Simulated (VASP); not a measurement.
## SiRh3: equation of state with PBE

The system is SiRh3.

```
Rh Si
1.0
    -1.93357    1.93357    3.66934
     1.93357   -1.93357    3.66934
     1.93357    1.93357   -3.66934
Rh Si
3 1
Direct
  0.50000 0.50000 0.00000
  0.25000 0.75000 0.50000
  0.75000 0.25000 0.50000
  0.00000 0.00000 0.00000
```

The cell comes from a database or a generator and needn't be the stable form of this composition.

| Property | Result |
| --- | --- |
| Program | VASP 6.6.1 |
| Task | equation of state |
| Functional | PBE |
| Potentials or basis | VASP PAW PBE potentials, release 64 (Rh_pv, Si) |
| Cutoff | 520 eV |
| k mesh | 10 × 10 × 10 |
| Occupations | fermi-dirac, width 0.05 eV |
| Spin | no spin polarisation |

```json
{
 "Equilibrium volume": "13.60 Å³/atom",
 "Bulk modulus at fixed shape and positions": "241 GPa",
 "Pressure derivative of the bulk modulus": "5.0"
}
```

Energy against volume, from the lowest point:
```tsv
volume (Å³/atom)	energy (meV/atom)
12.895	29.95
13.170	10.28
13.444	0.67
13.719	0.00
13.993	7.24
14.267	21.48
14.542	41.91
```

All runs of the series together: 26 min on 1 thread of Intel(R) Xeon(R) Platinum 8259CL CPU @ 2.50GHz (Skylake/Cascade Lake), on a shared host.

Caveat: the cell was scaled at fixed shape and fractional positions, which overstates the stiffness of a crystal with free parameters, most of all of layers and chains.
